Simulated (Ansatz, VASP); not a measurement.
# Cross-check of Ta2CF2 (Ta2CF2 MXene, 2 layers, AB) between VASP and Ansatz

One calculation is typed for both programs; each brings its own data sets. How far apart do they land? Of the first pair: The structure shown is the start of the Ansatz relaxation below; VASP solves that cell, so the two are compared at the walk's first step.

Main program and level: Ansatz 0.2.0; plane waves, with VASP 6.6.1 beside it; single point at PBE with D3(BJ).

**1. Set-up**

The cell holds 10 atoms: 4 F, 4 Ta and 2 C. Cell: a = 3.226 Å, b = 3.226 Å, c = 54.371 Å, α = 90.0°, β = 90.0°, γ = 120.0°. Vacuum lies along c.

**2. Ansatz: relaxation, PBE with D3(BJ)**

Ansatz runs on its default PAW (the set named soft_2) files.

The two programs are compared at the cell with which this relaxation starts, whose forces are those of its first step.

input.yaml

```yaml
crystal:
  lattice:
    - [3.22608, 0.0, 0.0]
    - [-1.61304, 2.7938672346, 0.0]
    - [0.0, 0.0, 54.371500067]
  atoms:
    - { symbol: F, position: [0.3333333333, 0.6666666667, 0.3926689529] }
    - { symbol: Ta, position: [0.6666666667, 0.3333333333, 0.4105082584] }
    - { symbol: C, position: [0.0, 0.0, 0.4339198843] }
    - { symbol: Ta, position: [0.3333333333, 0.6666666667, 0.4573315101] }
    - { symbol: F, position: [0.6666666667, 0.3333333333, 0.4751708156] }
    - { symbol: F, position: [0.6666666667, 0.3333333333, 0.5248291844] }
    - { symbol: Ta, position: [0.0, 0.0, 0.5426684899] }
    - { symbol: C, position: [0.3333333333, 0.6666666667, 0.5660801157] }
    - { symbol: Ta, position: [0.6666666667, 0.3333333333, 0.5894917416] }
    - { symbol: F, position: [0.0, 0.0, 0.6073310471] }
  periodic: [true, true, false]
kpoints:
  mp_grid: { grid: [10, 10, 1] }
hamiltonian:
  xc: pbe
  dispersion: d3bj
scf:
  occupations: { method: fermi_dirac, width: 0.05 }
  convergence: { dr2_threshold: 1.0e-09 }
relax:
  f_tol: 0.015
  max_steps: 90
  cell: {}
output:
  write_potential: true
  write_density: true
  volumetric_format: npy
```

Started as:

```sh
> ansatz run input.yaml --threads 2 --pin off --max-ram 3072MiB --backend cpu --events-out ev --progress --plain --runs-dir out
```

Numbers of over 12 decimals in the logs are rounded to 6 here.

Output:

```text
Warning: relax.cell: scf.convergence.dr2_threshold = 1e-9 eV is looser than the 2.12922743223e-10 eV advised for a relaxation that steers and ends on the stress (1e-10 eV for each atom of the cell: 10, times the square of relax.cell.stress_2d_tol = 0.05 N/m over 21.7 Å (the atoms' height at the walk's start and 5 Å past either face), 2.307e-2 GPa, over a crystal's default 0.05). What an SCF threshold leaves in a stress goes as its square root, and in the free energy as the threshold itself, and one threshold admits the most on a small cell: [figures from the program's tests cut] Set scf.convergence.dr2_threshold to 2.12922743223e-10 eV or tighter. [rest of the remark cut]
Engine: ansatz 0.2.0, aarch64-unknown-linux-gnu
Pseudopotentials: kind: paw
Pseudopotential: F, paw, valence charge 7, recommended cutoff 420 eV (normal), F.paw.azcp
Pseudopotential: Ta, paw, valence charge 13, recommended cutoff 420 eV (normal), Ta.paw.azcp
Pseudopotential: C, paw, valence charge 4, recommended cutoff 420 eV (normal), C.paw.azcp
Functional definition: PBE
  parameter kappa = 0.804
  parameter beta = 0.066725
  exchange = pbe_x(kappa = kappa, mu = beta*pi^2/3)
  correlation = pbe_c(beta = beta)
Crystal: 10 atoms, lattice volume = 490.063 Å³
Basis set: ecut = 420 eV, 9733 PW (Γ), exchange–correlation on 48×48×750 points (8 copies of the dense FFT grid, shifted against one another)
Bands: 54, of which v1, the nominal top of the filled ones, is band 44 counted from 1 (43 counted from 0)
Symmetry: 12 space group operations
Space group: P-3m1 (ITA 164), of the structure as read, at distance tolerance 7.9e-5 Å
k-points: 14 of 100
Non-local potential: F, projectors of the file, l = 0: 2, l = 1: 2, l = 2: 1
Non-local potential: Ta, projectors of the file, l = 0: 3, l = 1: 2, l = 2: 2, l = 3: 1
Non-local potential: C, projectors of the file, l = 0: 2, l = 1: 2, l = 2: 1
PAW form: soft (Blöchl's): semilocal exchange-correlation on the pseudo side does not see the compensation charge
PAW one-centre angular grid: F, 110 points (default); XC on 64 Gauss nodes
PAW one-centre angular grid: Ta, 590 points (default); XC on 64 Gauss nodes
PAW one-centre angular grid: C, 110 points (default); XC on 64 Gauss nodes
Initial density: superposition of atomic densities (neutral atoms: chi_scale 0, normalization atom), corrected by the library's trained network
Initial wavefunctions: pseudopotential atomic-orbital guess
Functional: x = pbe(κ = 0.804, μ = 0.219515), c = pbe(β = 0.066725)
SCF iter   1: F=—  HF=-43465.892536 eV  |F-HF|=—  |Δ(HF+E_count)|=         —  Δρ=3.71e-3  dr2=4.55e-1  ethr=1.77e-3  ⟨swp⟩=12.9  Hψ=4820  notcnv=0
preconditioner: auto → LDOS  [metal: Δε(μ)=0.038 eV  Ē_g=8.827 eV  σ=0.050 eV  W_gap=0.18  n_scr=34 (ndim 8)  ℏωp=11.6 eV  f_vac=0.733  D(μ)=6.78/eV (n_scr^D=26)  β→1.0]
SCF iter   2: F=—  HF=-43465.864263 eV  |F-HF|=—  |Δ(HF+E_count)|=   2.83e-2  Δρ=2.85e-3  dr2=6.43e-2  ethr=5.17e-4  ⟨swp⟩=5.0  Hψ=2056  notcnv=0  defer=12
SCF iter   3: F=—  HF=-43465.856790 eV  |F-HF|=—  |Δ(HF+E_count)|=   7.47e-3  Δρ=1.01e-3  dr2=3.26e-2  ethr=7.31e-5  ⟨swp⟩=3.3  Hψ=1850  notcnv=0  defer=12
SCF iter   4: F=—  HF=-43465.854883 eV  |F-HF|=—  |Δ(HF+E_count)|=   1.91e-3  Δρ=3.71e-4  dr2=5.45e-3  ethr=3.71e-5  ⟨swp⟩=2.0  Hψ=946  notcnv=0  defer=12
SCF iter   5: F=—  HF=-43465.854812 eV  |F-HF|=—  |Δ(HF+E_count)|=   7.18e-5  Δρ=1.61e-4  dr2=2.63e-4  ethr=6.19e-6  ⟨swp⟩=3.3  Hψ=1612  notcnv=0  defer=12
SCF iter   6: F=—  HF=-43465.854893 eV  |F-HF|=—  |Δ(HF+E_count)|=   8.18e-5  Δρ=8.73e-5  dr2=7.72e-5  ethr=2.99e-7  ⟨swp⟩=3.1  Hψ=1594  notcnv=0  defer=12
SCF iter   7: F=—  HF=-43465.855084 eV  |F-HF|=—  |Δ(HF+E_count)|=   1.91e-4  Δρ=3.49e-5  dr2=2.42e-5  ethr=8.77e-8  ⟨swp⟩=2.9  Hψ=1385  notcnv=0  defer=12
SCF iter   8: F=—  HF=-43465.855075 eV  |F-HF|=—  |Δ(HF+E_count)|=   9.13e-6  Δρ=1.38e-5  dr2=1.65e-6  ethr=2.75e-8  ⟨swp⟩=3.3  Hψ=1343  notcnv=0  defer=12
SCF iter   9: F=—  HF=-43465.854696 eV  |F-HF|=—  |Δ(HF+E_count)|=   3.79e-4  Δρ=5.50e-6  dr2=4.28e-7  ethr=1.87e-9  ⟨swp⟩=3.0  Hψ=1585  notcnv=0  defer=12
SCF iter  10: F=—  HF=-43465.854696 eV  |F-HF|=—  |Δ(HF+E_count)|=   2.67e-7  Δρ=2.20e-6  dr2=3.45e-8  ethr=4.86e-10  ⟨swp⟩=2.9  Hψ=1288  notcnv=0  defer=12
SCF iter  11: F=—  HF=-43465.854696 eV  |F-HF|=—  |Δ(HF+E_count)|=   9.26e-8  Δρ=1.26e-6  dr2=9.84e-9  ethr=3.92e-11  ⟨swp⟩=3.6  Hψ=1807  notcnv=0  defer=12
[...]
SCF iter   2: F=—  HF=-43471.163960 eV  |F-HF|=—  |Δ(HF+E_count)|=   1.93e-4  Δρ=5.23e-6  dr2=7.59e-8  ethr=2.95e-11  ⟨swp⟩=7.2  Hψ=3530  notcnv=0
SCF iter   3: F=—  HF=-43471.163960 eV  |F-HF|=—  |Δ(HF+E_count)|=   7.53e-9  Δρ=8.85e-7  dr2=1.96e-9  ethr=2.95e-11  ⟨swp⟩=4.1  Hψ=1741  notcnv=0
SCF iter   4: F=-43471.163960 eV  HF=-43471.163960 eV  |F-HF|=2.33e-10  |Δ(HF+E_count)|=   7.87e-9  Δρ=3.88e-7  dr2=7.61e-10  ethr=1.14e-12  ⟨swp⟩=20.5  Hψ=7701  notcnv=0
SCF 10 converged in 4 iterations: F = -43471.163960 eV  dr2 = 7.61e-10
relax step  10: F+E_penalty+E_count = -43471.16395995 eV  Δ(F+E_penalty+E_count) = +3.476e-4 eV  max|allowed force component| = 8.615e-3 eV/Å  Δτ_max = 0.0000 Å  P = -0.016 N/m  Ω = 474.499 Å³  fix = [c, alpha, beta]  reactions: c -0.000 N/m  stress off target by 1.63e-2 N/m on what of the cell is left free  SCF on the basis re-selected at this cell (its energy is not comparable with the rows above)  (4 SCF iters)
basis re-selected at this cell: Δ(F+E_penalty+E_count) = +3.476e-4 eV, ΔP = -0.006 N/m vs the last step (what re-selecting the basis moved, of the pressure what is left beyond the Pulay correction that the steps carried, after the strain that the cell walked since its last selection, with what the two solves' SCF thresholds leave and, on support functions, any second-order correction that the steps lacked; it is no m [...]
WARN: The output density's exchange-correlation potential varies sharply where the density is thin. Do not read a vacuum level from v_tot or v_xc, or from such a field of the output density. On a cell that repeats whose density bears no net charge and no dipole along the vacuum's axis use v_es (v_loc + v_h of the components); under efield.dipole_correction with no amplitude use v_es + v_field, which holds any externa [...]
SCF converged after 4 iterations
Free energy (F): -43471.163960 eV
Harris-Foulkes:  -43471.163960 eV  (|F-HF|=2.33e-10)
Internal energy: -43471.150860 eV  (E = F + TS)
E sigma→0 (E₀):  -43471.157410 eV
Entropy (-TS):   -0.013100 eV (-1.310 meV/atom)
Fermi energy:    -3.769068 eV
--- Per-component energies (eV) ---
  E_band       = -2286.460203
  E_kinetic    = 2480.256258
  E_local      = -703824.407717  (includes V_loc(G=0)·N_el)
  E_nonlocal   = 407.832919
  E_hartree    = 350365.314958
  E_xc         = -1293.016987
  E_vxc        = -1349.572878  (∫ρ·V_xc dr)
  E_paw        = -34588.133628  (= ΣΔE_a)
  E_vpaw       = -731.216039  (= ΣTr[D̂ρ^β])
  E_aug_tail   = 0.008856  (compensation charges beyond the density's cutoff)
  E_ewald      = 342983.318165
  E_disp       = -2.323683  (pairwise vdW)
  E_smearing   = -0.013100  (= −TS)
  E_closure    = 0.000000  (closes the sum)
  Σ components = -43471.163960   (vs F -43471.163960, Δ=0.00e0)
--- Forces (eV/Å), atoms counted from 1 ---
  atom   1  F     -0.00000000     0.00000000     0.00035838
  atom   2  Ta     0.00000000    -0.00000000     0.00861502
  atom   3  C     -0.00000000     0.00000000    -0.00709389
  atom   4  Ta     0.00000000     0.00000000     0.00058438
  atom   5  F     -0.00000000    -0.00000000    -0.00338892
  atom   6  F      0.00000000     0.00000000     0.00338892
  atom   7  Ta     0.00000000    -0.00000000    -0.00058438
  atom   8  C      0.00000000    -0.00000000     0.00709389
  atom   9  Ta    -0.00000000     0.00000000    -0.00861502
  atom  10  F     -0.00000000    -0.00000000    -0.00035838
  max |Σ_I F_I| component: 1.87e-17 eV/Å
--- 2D stress c σ (N/m, compression-positive) ---
       -0.016281       0.000000      -0.000000
        0.000000      -0.016281      -0.000000
       -0.000000      -0.000000      -0.000000
  P = ½ c Tr σ = -0.0163 N/m
--- Band table (eV; the first three rows and the last of 14) ---
  k-point 0: bands = [... 40 lower, -5.5708, -5.5708, -5.5707, -5.5707, -4.5488, -4.5342, -3.3697, -3.1334, ... 6 higher]
  k-point 1: bands = [... 40 lower, -5.9163, -5.9145, -5.3372, -5.3362, -4.4925, -4.4818, -3.0952, -2.9050, ... 6 higher]
  k-point 2: bands = [... 40 lower, -6.6069, -6.6014, -4.6863, -4.6846, -4.3425, -4.3203, -3.2601, -3.1258, ... 6 higher]
  k-point 13: bands = [... 40 lower, -5.2304, -5.2245, -5.0737, -5.0388, -3.6227, -3.5900, -2.0387, -2.0151, ... 6 higher]
  the weakly bound empty levels are not read free of the cell's end (no_gap_told)
--- Relaxed structure (8 steps of the walk, 8 accepted, 2 SCFs on fresh bases) ---
  F+E_penalty+E_count = -43471.16395995 eV   max|allowed force component| = 8.615e-3 eV/Å   (the final SCF, on the basis selected at the relaxed cell)
  cell:  # Å, volume = 474.4986 Å³
    - [3.174435, 0, 0]
    - [-1.587218, 2.749142, 0]
    - [0, 0, 54.371500067]
  atoms:
    - { symbol: F, position: [0.333333, 0.666667, 0.382060] }
    - { symbol: Ta, position: [0.666667, 0.333333, 0.408041] }
    - { symbol: C, position: [2.4053604916000904e-18, 1.1102230246496959e-17, 0.428283] }
    - { symbol: Ta, position: [0.333333, 0.666667, 0.448520] }
    - { symbol: F, position: [0.666667, 0.333333, 0.474354] }
    - { symbol: F, position: [0.666667, 0.333333, 0.525646] }
    - { symbol: Ta, position: [1.1417011024019212e-17, 1.1102230246495623e-17, 0.551480] }
    - { symbol: C, position: [0.333333, 0.666667, 0.571717] }
    - { symbol: Ta, position: [0.666667, 0.333333, 0.591959] }
    - { symbol: F, position: [1.2538200018334462e-17, 1.1102230246494817e-17, 0.617940] }
```

In the SCF lines HF is the Harris–Foulkes energy and dr2 the Hartree energy of the density residual, in eV; the loop may stop once dr2 is under the threshold and the program's other checks hold. Hψ counts applications of the Hamiltonian.

(Continued in part 2 of 2.)

[Lines on the potential files, build, host, timing and source positions are cut from VASP's logs without a mark.]

[Logs are printed without paths, hosts, clocks, repeated set-up lines and the standing remarks that a program may print on its own settings, such as how far it seeks lower states.]

[Hosts, paths, dates, database ids (printed as entryN), source tags and the programs' standing remarks are cut or masked in the printed files.]
